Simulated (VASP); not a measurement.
Runs of VASP 6.6.1 on Na. It takes space group Im-3m (No. 229, cubic). The conventional cell has a = 4.235 Å, b = 4.235 Å, c = 4.235 Å, α = 90.00°, β = 90.00°, γ = 90.00°. Na (site symmetry m-3m) is surrounded by 8 Na at 3.67 Å. 

| level | potentials or basis | cutoff (eV) | gap on the mesh (eV) | pressure (GPa) | relaxed volume (Å³/atom) |
| --- | --- | --- | --- | --- | --- |
| PBE | VASP PAW PBE potentials, release 64 (Na_pv) | 600 | none | 0.0 | (a) |
| RPBE | VASP PAW PBE potentials, release 64 (Na_pv) | 600 | none | 0.0 | (b) |
| PBEsol | VASP PAW PBE potentials, release 64 (Na_pv) | 600 | none | 0.0 | 36.21 |
| PBEsol | VASP PAW PBE potentials, release 64 (Na_pv) | 300 | none | 0.0 | 36.33 |
| LDA | VASP PAW LDA potentials, release 64 (Na_pv) | 600 | none | 0.0 | 33.18 |

Alike in all rows: task relaxation of cell and atoms; no spin polarisation; cell relaxed; k mesh 14 × 14 × 14; smearing gaussian 0.1 eV.

Fill in the values left out.

(a) 37.08; (b) 39.57.

Caveats: the PAW data sets were made with another functional, which shifts forces and pressure a little (some runs); the cutoff is under 1.25 times the usual one of these potentials, so pressure, stress and relaxed cells hold a basis-set (Pulay) error (some runs); the volume moved by -13 % from the deposited cell, more than functionals usually miss (some runs).

A gap of «none» marks a metal or a gap under the smearing width.
